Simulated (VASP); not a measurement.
Here is the system:

```yaml
crystal:
  lattice:
    - [3.84870, 0.00000, 0.00000]
    - [0.00000, 3.84870, 0.00000]
    - [0.00000, 0.00000, 3.84870]
  atoms:
    - { symbol: Sr, position: [0.00000, 0.00000, 0.00000] }
    - { symbol: V, position: [0.50000, 0.50000, 0.50000] }
    - { symbol: O, position: [0.50000, 0.00000, 0.50000] }
    - { symbol: O, position: [0.00000, 0.50000, 0.50000] }
    - { symbol: O, position: [0.50000, 0.50000, 0.00000] }
```

Method: optB88-vdW, VASP's PBE PAW potentials (set 64) (plane waves; VASP). Settings: 520 eV cut-off, 7×7×7 Γ-centred mesh, first-order Methfessel-Paxton smearing of 0.10 eV, potentials Sr_sv V_sv O.

What does the run give for the energy per atom (σ→0), band gap (on the k-mesh) with the smallest direct gap where there is one?

band gap (on the k-mesh): none (metal, semimetal or under 0.01 eV)
energy per atom (σ→0): -5.974 eV/atom

The absolute energy has meaning only against runs of the same code, potentials and settings.

The compound is SrVO3 in the cubic perovskite structure. It was relaxed first. The start is the result of an earlier pass. The run is not spin-polarised, so no magnetic state was tried. The electron count is odd and the run is not spin-polarised, which forces a metal.
